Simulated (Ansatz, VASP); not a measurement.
# SiC (Moissanite): VASP beside Ansatz, part 2 of 3

Aim: how closely do two programs agree when they are given the same cell, functional and k mesh? The cell is taken from a series of runs on this material, whose earlier steps may have relaxed, scaled, displaced or heated it; both programs get it as it stands.

VASP 6.6.1 and Ansatz 0.2.0.

So far: The structure; VASP: zone-centre phonons, PBE, pair 1.

## 2. VASP: zone-centre phonons, PBE, pair 1 (continued)

Level of this step: PBE; plane waves and PAW (C, Si) (VASP).

Numbers of over 12 decimals in the logs are rounded to 6 here.

OUTCAR, selected parts (step 2):

```text
ion  position               nearest neighbor table
   1  0.333  0.667  0.380-   4 1.88   4 1.88   4 1.88   3 1.89
   2  0.667  0.333  0.880-   3 1.88   3 1.88   3 1.88   4 1.89
   3  0.333  0.667  0.005-   2 1.88   2 1.88   2 1.88   1 1.89   4 3.08   4 3.08   4 3.08   4 3.08
                             4 3.08   4 3.08
   4  0.667  0.333  0.505-   1 1.88   1 1.88   1 1.88   2 1.89   3 3.08   3 3.08   3 3.08   3 3.08
                             3 3.08   3 3.08

  LATTYP: Found a hexagonal cell.
 ALAT       =     3.0713245824
 C/A-ratio  =     1.6408586591

 Subroutine GETGRP returns: Found 12 space group operations
 (whereof  6 operations were pure point group operations)

The static configuration has the point symmetry C_3v.
 The point group associated with its full space group is C_6v.

 Found     76 irreducible k-points:

   k-points           NKPTS =     76   k-points in BZ     NKDIM =     76   number of bands    NBANDS=     14

   dimension x,y,z NGX =    28 NGY =   28 NGZ =   40
   dimension x,y,z NGXF=    56 NGYF=   56 NGZF=   80

   ENCUT  =  600.0 eV  44.10 Ry    6.64 a.u.   6.13  6.13 10.07*2*pi/ulx,y,z

   NELECT =      16.0000    total number of electrons

 k-points in reciprocal lattice and weights: Automatic mesh
   0.00000000  0.00000000  0.00000000       0.001
   0.08333333 -0.00000000  0.00000000       0.007
   0.16666667 -0.00000000  0.00000000       0.007
   0.25000000 -0.00000000  0.00000000       0.007
   0.33333333 -0.00000000  0.00000000       0.007
   0.41666667 -0.00000000  0.00000000       0.007
   0.50000000 -0.00000000  0.00000000       0.003
   0.08333333  0.08333333  0.00000000       0.007
   0.16666667  0.08333333  0.00000000       0.014
[...]
-1.535662291  2.659845112  0.000000000     0.000000000  0.375961741  0.000000000
     0.000000000  0.000000000  5.039609536     0.000000000  0.000000000  0.198428071

 POSITION                                       TOTAL-FORCE (eV/Angst)
 -----------------------------------------------------------------------------------
     -0.00000      1.77323      1.91710         0.000000     -0.000000      0.000233
      1.53566      0.88662      4.43691        -0.000000      0.000000      0.000233
     -0.00000      1.77323      0.02314         0.000000     -0.000000     -0.000233
      1.53566      0.88662      2.54295        -0.000000      0.000000     -0.000233
 -----------------------------------------------------------------------------------
    total drift:                                0.000000      0.000000     -0.000204

 MACROSCOPIC STATIC DIELECTRIC TENSOR (including local field effects in DFT)
 ------------------------------------------------------
           6.905772    -0.000000    -0.000000
           0.000000     6.905772     0.000000
           0.000000     0.000000     7.270071
 ------------------------------------------------------

 PIEZOELECTRIC TENSOR (including local field effects)  for field in x, y, z        (C/m^2)
          XX          YY          ZZ          XY          YZ          ZX
  --------------------------------------------------------------------------------
  x     0.00000     0.00000     0.00000     0.00000     0.00000     0.59475
  y    -0.00000    -0.00000     0.00000     0.00000     0.59475     0.00000
  z     0.47294     0.47294    -0.81470     0.00000     0.00000     0.00000

 BORN EFFECTIVE CHARGES (including local field effects) (in |e|, cummulative output)
 ---------------------------------------------------------------------------------
 ion    1
    1    -2.66092     0.00000    -0.00000
    2     0.00000    -2.66092     0.00000
    3     0.00000     0.00000    -2.86224
 ion    2
    1    -2.66092     0.00000     0.00000
    2    -0.00000    -2.66092     0.00000
    3     0.00000     0.00000    -2.86224
 ion    3
    1     2.66092     0.00000    -0.00000
    2     0.00000     2.66092     0.00000
    3     0.00000    -0.00000     2.86224
 ion    4
    1     2.66092     0.00000    -0.00000
    2     0.00000     2.66092     0.00000
    3     0.00000     0.00000     2.86224

 Eigenvectors and eigenvalues of the dynamical matrix
 ----------------------------------------------------

   1 f  =   25.024412 THz   157.233018 2PiTHz  834.724537 cm-1   103.492606 meV
             X         Y         Z           dx          dy          dz
     -0.000000  1.773230  1.917105    -0.000000    0.000000   -0.707106
      1.535662  0.886615  4.436910    -0.000000    0.000000    0.707106
     -0.000000  1.773230  0.023145     0.000000   -0.000000   -0.000863
      1.535662  0.886615  2.542950     0.000000   -0.000000    0.000863

   2 f  =   23.879949 THz   150.042142 2PiTHz  796.549346 cm-1    98.759488 meV
             X         Y         Z           dx          dy          dz
     -0.000000  1.773230  1.917105     0.000000   -0.591815   -0.000000
      1.535662  0.886615  4.436910     0.000000   -0.591815    0.000000
     -0.000000  1.773230  0.023145    -0.000000    0.386982    0.000000
      1.535662  0.886615  2.542950    -0.000000    0.386982    0.000000

   3 f  =   23.879949 THz   150.042142 2PiTHz  796.549346 cm-1    98.759488 meV
             X         Y         Z           dx          dy          dz
     -0.000000  1.773230  1.917105     0.591815    0.000000   -0.000000
      1.535662  0.886615  4.436910     0.591815    0.000000    0.000000
     -0.000000  1.773230  0.023145    -0.386982   -0.000000    0.000000
      1.535662  0.886615  2.542950    -0.386982   -0.000000   -0.000000

   4 f  =   22.991247 THz   144.458266 2PiTHz  766.905455 cm-1    95.084115 meV
             X         Y         Z           dx          dy          dz
     -0.000000  1.773230  1.917105     0.000000    0.000000    0.591784
      1.535662  0.886615  4.436910    -0.000000   -0.000000    0.591784
     -0.000000  1.773230  0.023145     0.000000    0.000000   -0.387029
      1.535662  0.886615  2.542950    -0.000000   -0.000000   -0.387029

   5 f  =   22.871577 THz   143.706359 2PiTHz  762.913704 cm-1    94.589201 meV
             X         Y         Z           dx          dy          dz
     -0.000000  1.773230  1.917105     0.000000    0.606366   -0.000000
      1.535662  0.886615  4.436910    -0.000000   -0.606366   -0.000000
     -0.000000  1.773230  0.023145     0.000000    0.363759    0.000000
      1.535662  0.886615  2.542950    -0.000000   -0.363759    0.000000

   6 f  =   22.871577 THz   143.706359 2PiTHz  762.913704 cm-1    94.589201 meV
             X         Y         Z           dx          dy          dz
     -0.000000  1.773230  1.917105    -0.606366    0.000000    0.000000
      1.535662  0.886615  4.436910     0.606366   -0.000000   -0.000000
     -0.000000  1.773230  0.023145    -0.363759    0.000000   -0.000000
      1.535662  0.886615  2.542950     0.363759   -0.000000   -0.000000

   7 f  =   17.862759 THz   112.235025 2PiTHz  595.837503 cm-1    73.874402 meV
             X         Y         Z           dx          dy          dz
     -0.000000  1.773230  1.917105     0.000000    0.000000   -0.000863
      1.535662  0.886615  4.436910    -0.000000   -0.000000    0.000863
     -0.000000  1.773230  0.023145    -0.000000   -0.000000    0.707106
      1.535662  0.886615  2.542950     0.000000   -0.000000   -0.707106

   8 f  =    7.691327 THz    48.326033 2PiTHz  256.555055 cm-1    31.808759 meV
             X         Y         Z           dx          dy          dz
     -0.000000  1.773230  1.917105    -0.000002    0.363759    0.000000
      1.535662  0.886615  4.436910     0.000002   -0.363759    0.000000
     -0.000000  1.773230  0.023145     0.000003   -0.606366    0.000000
      1.535662  0.886615  2.542950    -0.000003    0.606366    0.000000

   9 f  =    7.691327 THz    48.326033 2PiTHz  256.555055 cm-1    31.808759 meV
             X         Y         Z           dx          dy          dz
     -0.000000  1.773230  1.917105    -0.363759   -0.000002   -0.000000
      1.535662  0.886615  4.436910     0.363759    0.000002    0.000000
     -0.000000  1.773230  0.023145     0.606366    0.000003    0.000000
      1.535662  0.886615  2.542950    -0.606366   -0.000003    0.000000

  10 f/i=    0.000682 THz     0.004283 2PiTHz    0.022740 cm-1     0.002819 meV
             X         Y         Z           dx          dy          dz
     -0.000000  1.773230  1.917105     0.000000   -0.000000    0.387029
      1.535662  0.886615  4.436910     0.000000   -0.000000    0.387029
     -0.000000  1.773230  0.023145     0.000000   -0.000000    0.591784
      1.535662  0.886615  2.542950     0.000000   -0.000000    0.591784

  11 f/i=    0.001211 THz     0.007611 2PiTHz    0.040404 cm-1     0.005009 meV
             X         Y         Z           dx          dy          dz
     -0.000000  1.773230  1.917105    -0.386931   -0.006264    0.000000
      1.535662  0.886615  4.436910    -0.386931   -0.006264    0.000000
     -0.000000  1.773230  0.023145    -0.591738   -0.009579    0.000000
      1.535662  0.886615  2.542950    -0.591738   -0.009579    0.000000

  12 f/i=    0.001211 THz     0.007611 2PiTHz    0.040404 cm-1     0.005009 meV
             X         Y         Z           dx          dy          dz
     -0.000000  1.773230  1.917105    -0.006264    0.386931    0.000000
      1.535662  0.886615  4.436910    -0.006264    0.386931    0.000000
     -0.000000  1.773230  0.023145    -0.009579    0.591738    0.000000
      1.535662  0.886615  2.542950    -0.009579    0.591738    0.000000

 MACROSCOPIC STATIC DIELECTRIC TENSOR IONIC CONTRIBUTION
 ------------------------------------------------------
           3.170885     0.000000     0.000000
           0.000000     3.170885     0.000000
           0.000000     0.000000     3.957695
 ------------------------------------------------------

 ELASTIC MODULI CONTR FROM IONIC RELAXATION (kBar)
 Direction    XX          YY          ZZ          XY          YZ          ZX
 --------------------------------------------------------------------------------
 XX        -499.5064    262.1966    226.1531      0.0000      0.0000      0.0000
 YY         262.1966   -499.5064    226.1531     -0.0000     -0.0000     -0.0000
 ZZ         226.1531    226.1531   -431.0419     -0.0000      0.0000      0.0000
 XY           0.0000     -0.0000     -0.0000   -380.8515     -0.0000      0.0000
 YZ          -0.0000     -0.0000      0.0000     -0.0000   -128.3443     -0.0000
 ZX           0.0000     -0.0000      0.0000      0.0000     -0.0000   -136.9551
 --------------------------------------------------------------------------------

 PIEZOELECTRIC TENSOR IONIC CONTR  for field in x, y, z        (C/m^2)
          XX          YY          ZZ          XY          YZ          ZX
  --------------------------------------------------------------------------------
  x     0.00000    -0.00000     0.00000     0.00000    -0.00000    -0.62009
  y    -0.00000    -0.00000     0.00000    -0.00000    -0.60028    -0.00000
  z    -0.64482    -0.64482     1.22900     0.00000    -0.00000    -0.00000
```

## 3. Ansatz: zone-centre phonons, PBE, pair 1

Ansatz runs on its PAW soft_1 files.

The same cell, functional and mesh now go to Ansatz, which takes its cutoff from its data sets.

Contents of input.yaml:

```yaml
crystal:
  lattice:
    - [3.0713245824, 0.0, 0.0]
    - [-1.5356622912, 2.6598451117, 0.0]
    - [0.0, 0.0, 5.039609536]
  atoms:
    - { symbol: C, position: [0.3333333333, 0.6666666667, 0.3804074223] }
    - { symbol: C, position: [0.6666666667, 0.3333333333, 0.8804074223] }
    - { symbol: Si, position: [0.3333333333, 0.6666666667, 0.0045925777] }
    - { symbol: Si, position: [0.6666666667, 0.3333333333, 0.5045925777] }
kpoints:
  mp_grid: { grid: [12, 12, 6] }
hamiltonian:
  xc: pbe
  pseudopotentials: { kind: paw, azcp: { folder: soft_1 } }
scf:
  occupations: { method: fixed }
output:
  eigenvalues: true
phonons:
  method: dfpt
  dielectric: true
  rigid_motions: translations
```

Run with:

```bash
> ansatz run input.yaml --threads 4 --pin off --max-ram 16384MiB --backend cpu --events-out ev --progress --plain --runs-dir out
```

The log of the run:

```text
Engine: ansatz 0.2.0, x86_64-unknown-linux-gnu
Pseudopotentials: kind: paw
Pseudopotential: C, paw, valence charge 4, recommended cutoff 420 eV (normal), soft_1/C.paw.azcp
Pseudopotential: Si, paw, valence charge 4, recommended cutoff 420 eV (normal), soft_1/Si.paw.azcp
Functional definition: PBE
  parameter kappa = 0.804
  parameter beta = 0.066725
  exchange = pbe_x(kappa = kappa, mu = beta*pi^2/3)
  correlation = pbe_c(beta = beta)
Crystal: 4 atoms, lattice volume = 41.170 Å³
Basis set: ecut = 420 eV, 785 PW (Γ), exchange–correlation on 48×48×72 points (8 copies of the dense FFT grid, shifted against one another)
Bands: 12, of which v1, the nominal top of the filled ones, is band 8 counted from 1 (7 counted from 0)
Symmetry: 12 space group operations
k-points: 242 of 864 (irreducible under 2 space group operations, time reversal used)
Non-local potential: C, projectors of the file, l = 0: 2, l = 1: 2, l = 2: 1
Non-local potential: Si, projectors of the file, l = 0: 2, l = 1: 2, l = 2: 1
PAW form: soft (Blöchl's): semilocal exchange-correlation on the pseudo side does not see the compensation charge
PAW one-centre angular grid: C, 110 points (default); XC on 64 Gauss nodes
PAW one-centre angular grid: Si, 110 points (default); XC on 64 Gauss nodes
Initial density: superposition of atomic densities (chi_scale 0.1, normalization cell, long waves kept (reshape's long-wave potential 0.00 eV rms))
Initial wavefunctions: pseudopotential atomic-orbital guess
Functional: x = pbe(κ = 0.804, μ = 0.219515), c = pbe(β = 0.066725)
SCF iter   1: F=—  HF=-1777.345836 eV  |F-HF|=—  |Δ(HF+E_count)|=         —  Δρ=1.40e-1  dr2=9.77e0  ethr=3.10e-3  ⟨swp⟩=4.3  Hψ=16940  notcnv=0  defer=450
preconditioner: auto → none  [insulator: Δε(μ)=4.369 eV  Ē_g=12.815 eV  n_scr=2 (ndim 8)  ℏωp=23.1 eV  f_vac=0.000  ε∞_Penn≈4.3]
SCF iter   2: F=—  HF=-1774.453535 eV  |F-HF|=—  |Δ(HF+E_count)|=    2.89e0  Δρ=4.90e-2  dr2=6.05e-1  ethr=3.10e-3  ⟨swp⟩=3.8  Hψ=8867  notcnv=0  defer=449
SCF iter   3: F=—  HF=-1774.307150 eV  |F-HF|=—  |Δ(HF+E_count)|=   1.46e-1  Δρ=1.97e-2  dr2=8.25e-2  ethr=3.10e-3  ⟨swp⟩=2.4  Hψ=5821  notcnv=0  defer=471
SCF iter   4: F=—  HF=-1774.302774 eV  |F-HF|=—  |Δ(HF+E_count)|=   4.38e-3  Δρ=1.50e-3  dr2=6.51e-4  ethr=5.16e-4  ⟨swp⟩=2.0  Hψ=3407  notcnv=0  defer=481
SCF iter   5: F=—  HF=-1774.303002 eV  |F-HF|=—  |Δ(HF+E_count)|=   2.28e-4  Δρ=2.35e-4  dr2=8.10e-6  ethr=4.07e-6  ⟨swp⟩=2.4  Hψ=5256  notcnv=0  defer=481
SCF iter   6: F=—  HF=-1774.303012 eV  |F-HF|=—  |Δ(HF+E_count)|=   1.01e-5  Δρ=6.52e-5  dr2=1.01e-6  ethr=5.06e-8  ⟨swp⟩=2.0  Hψ=4837  notcnv=0  defer=64
SCF iter   7: F=—  HF=-1774.303012 eV  |F-HF|=—  |Δ(HF+E_count)|=   6.50e-7  Δρ=1.31e-5  dr2=3.55e-8  ethr=6.30e-9  ⟨swp⟩=2.6  Hψ=4864  notcnv=0  defer=6
SCF iter   8: F=—  HF=-1774.303012 eV  |F-HF|=—  |Δ(HF+E_count)|=   8.78e-9  Δρ=7.63e-7  dr2=1.07e-10  ethr=2.22e-10  ⟨swp⟩=2.8  Hψ=4923  notcnv=0  defer=6
SCF iter   9: F=-1774.303012 eV  HF=-1774.303012 eV  |F-HF|=1.14e-12  |Δ(HF+E_count)|=  1.91e-10  Δρ=5.78e-8  dr2=6.04e-13  ethr=1.00e-12  ⟨swp⟩=8.8  Hψ=20723  notcnv=0
SCF 1 converged in 9 iterations: F = -1774.303012 eV  dr2 = 6.04e-13
  greatest PAW one-centre occupation: 0.648 electrons in one spin orbital (limit 2), on the C atom at site 1 (counted from 0), in its partial waves of l = 0
DFPT response loops at Γ: preconditioner auto → Resta (q_TF=auto, 2.331 Å⁻¹)  ε∞=5.1 (no band partly filled); β = 1.00, the filter's whole step (`scf.mixing.beta` (0.50) is not read by the response loops at its default; to damp them type it under 1.00, their step now; it binds the ground state too); Broyden in place of MSR1
── the response to a field inside a basis, on 12×12×6 k-points: an SCF that follows is theirs, and a resumed run solves both again ──
Bands: 9, of which v1, the nominal top of the filled ones, is band 8 counted from 1 (7 counted from 0)
k-points: 126 of 864 (irreducible under 4 space group operations, time reversal used)
Initial density: handed on by an earlier stage of this run
Initial wavefunctions: pseudopotential atomic-orbital guess (no wavefunctions were taken with the density)
Eigensolver: Dense (126 Hₖ)
SCF iter   1: F=—  HF=-1774.301897 eV  |F-HF|=—  |Δ(HF+E_count)|=         —  Δρ=9.32e-5  dr2=7.46e-7  ethr=1.00e-1
preconditioner: auto → none  [insulator: Δε(μ)=2.549 eV  Ē_g=10.199 eV  n_scr=2 (ndim 8)  ℏωp=23.1 eV  f_vac=0.000  ε∞_Penn≈6.2]
SCF iter   2: F=—  HF=-1774.301898 eV  |F-HF|=—  |Δ(HF+E_count)|=   1.02e-6  Δρ=4.46e-5  dr2=1.60e-7  ethr=4.66e-9
SCF iter   3: F=-1774.301898 eV  HF=-1774.301898 eV  |F-HF|=5.64e-9  |Δ(HF+E_count)|=   3.67e-7  Δρ=1.26e-5  dr2=2.58e-8  ethr=9.97e-10
SCF 1 converged in 3 iterations: F = -1774.301898 eV  dr2 = 2.58e-8
DFPT response loops at Γ: preconditioner auto → Resta (q_TF=auto, 2.331 Å⁻¹)  ε∞=4.9 (no band partly filled); β = 1.00, the filter's whole step (`scf.mixing.beta` (0.50) is not read by the response loops at its default; to damp them type it under 1.00, their step now; it binds the ground state too); Broyden in place of MSR1
SCF converged after 9 iterations
Free energy (F): -1774.303012 eV
Harris-Foulkes:  -1774.303012 eV  (|F-HF|=1.14e-12)
Internal energy: -1774.303012 eV  (E = F + TS)
E sigma→0 (E₀):  -1774.303012 eV
Fermi energy:    9.693837 eV
--- Per-component energies (eV) ---
  E_band       = 58.278074
  E_kinetic    = 267.414688
  E_local      = -191.948182  (includes V_loc(G=0)·N_el)
  E_nonlocal   = 90.380540
  E_hartree    = 64.478206
  E_xc         = -211.595726
  E_vxc        = -217.728728  (∫ρ·V_xc dr)
  E_paw        = -1223.305892  (= ΣΔE_a)
  E_vpaw       = -18.796765  (= ΣTr[D̂ρ^β])
  E_aug_tail   = 0.000107  (compensation charges beyond the density's cutoff)
  E_ewald      = -569.726753
  E_smearing   = -0.000000  (= −TS)
  E_closure    = 0.000000  (closes the sum)
  Σ components = -1774.303012   (vs F -1774.303012, Δ=0.00e0)
--- Band table (eV; the first three rows and the last of 242) ---
  k-point 0: bands = [... 4 lower, 8.3729, 9.5837, 9.6938, 9.6938, 14.5272, 15.9329, 16.3871, 16.3871]
  k-point 1: bands = [... 4 lower, 8.4491, 8.8469, 9.5907, 9.5907, 14.6531, 16.4319, 16.4319, 16.4736]
  k-point 2: bands = [... 4 lower, 8.6649, 8.6649, 9.3213, 9.3213, 15.0248, 16.3717, 16.6336, 16.6336]
  k-point 241: bands = [... 4 lower, 5.0553, 5.0553, 7.6412, 7.6412, 14.5402, 14.5402, 16.5942, 16.5942]
--- Phonons (Γ-DFPT): 4 representative perturbations + reference, on 242 of 864 k-points (Σ response iterations 12) ---
  k mesh reduced under 2 symmetry operations, with k and −k counted as one. Each operation leaves every solved perturbation unchanged. A smaller set is not considered because the run solves the response to a homogeneous field
  ASR residual: 4.592e-5 → 0.000e0 eV/Å²; symmetrization residual: 2.664e-5 eV/Å²
  ASR residual per site (eV/Å²): 6.48e-6 6.48e-6 4.59e-5 4.59e-5
  Γ frequencies (cm⁻¹): 0.00 0.00 0.00 256.08 256.08 595.87 763.10 763.10 767.14 796.33 796.33 834.51
  ε∞ (high-frequency dielectric tensor):
        6.898484    -0.000000     0.000000
        0.000000     6.898484     0.000000
        0.000000     0.000000     7.267541
  ε⁰ (static dielectric tensor: ions relaxed, cell fixed):
       10.116539    -0.000000    -0.000000
       -0.000000    10.116539    -0.000000
       -0.000000    -0.000000    11.273008
  ε⁰ − ε∞ (ionic part):
        3.218055    -0.000000    -0.000000
       -0.000000     3.218055    -0.000000
       -0.000000    -0.000000     4.005467
  softest optical mode at Γ: 256.08 cm⁻¹; the repairs (sum rule, projections) moved no ω² at Γ by more than (2.77 cm⁻¹)²
  Born effective charges Z* (e; rows j = field, columns β = displacement):
    site 0:
        -2.67998   -0.00000   -0.00000
        -0.00000   -2.67998   -0.00000
        -0.00000    0.00000   -2.88031
    site 1:
        -2.67998   -0.00000    0.00000
        -0.00000   -2.67998   -0.00000
         0.00000   -0.00000   -2.88031
    site 2:
         2.67998    0.00000    0.00000
        -0.00000    2.67998    0.00000
        -0.00000   -0.00000    2.88031
    site 3:
         2.67998    0.00000    0.00000
         0.00000    2.67998    0.00000
        -0.00000   -0.00000    2.88031
  Z* charge neutrality: 9.190e-4 e pre-enforcement
  solved inside a basis spanned on kpoints, on 12×12×6 k-points, its susceptibility summed on 16×16×8: ε∞ is read to err by 2.2e-2, Z* by 1.1e-2 e (field_mesh: kpoints solves on kpoints); Z* is corrected for what the basis lacks
  optical modes at Γ without the LO–TO term, one row a degenerate level:
      ω (cm⁻¹)  modes    IR ((D/Å)²/amu)
        256.08      2             0.0000
        595.87      1             0.0000
        763.10      2             0.0000
[...]
optical modes at Γ + LO–TO along q̂ = [1.0000, 0.0000, 0.0000]:
      ω (cm⁻¹)  modes    IR ((D/Å)²/amu)
[...]
optical modes at Γ + LO–TO along q̂ = [0.0000, 1.0000, 0.0000]:
      ω (cm⁻¹)  modes    IR ((D/Å)²/amu)
[...]
834.51      1             0.0000
        964.35      1            39.3915
  optical modes at Γ + LO–TO along q̂ = [0.0000, 0.0000, 1.0000]:
      ω (cm⁻¹)  modes    IR ((D/Å)²/amu)
        256.08      2             0.0000
        595.87      1             0.0000
        763.10      2             0.0000
        796.33      2            78.7830
        834.51      1             0.0000
        955.43      1            45.5007
```

[end of part 2 of 3]

[Lines on the potential files, build, host, timing and source positions are cut from VASP's logs without a mark.]

[Logs are printed without paths, hosts, clocks, repeated set-up lines and the standing remarks that a program may print on its own settings, such as how far it seeks lower states.]

[Hosts, paths, dates, database ids (printed as entryN), source tags and the programs' standing remarks are cut or masked in the printed files.]
